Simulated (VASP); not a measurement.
Energy against volume of TiB$_{2}$ (AlB2 type). Computed with PW91 GGA, VASP's PBE PAW potentials (set 64) (plane waves; VASP). Run with 520 eV cut-off, 12×12×9 Γ-centred mesh, first-order Methfessel-Paxton smearing of 0.10 eV, potentials Ti_sv B.

Shape and ions are relaxed at each volume.

```csv
V (Å³/atom),E (eV/atom)
8.321,-8.10608
8.578,-8.11252
8.835,-8.10693
9.093,-8.09096
```

Q: Fit these four points and predict the energy of the run at 8.063 Å³/atom.

A: A cubic in V^(−2/3), the third-order Birch-Murnaghan form, passes through the four points with V0 = 8.58 Å³/atom and B0 = 249 GPa, and gives -8.0855 eV/atom there. The run gave -8.0857 eV/atom, -0.2 meV/atom from the fit; all five points give B0 = 249 GPa.

The compound is TiB2 in the AlB2 type structure. It was relaxed first.
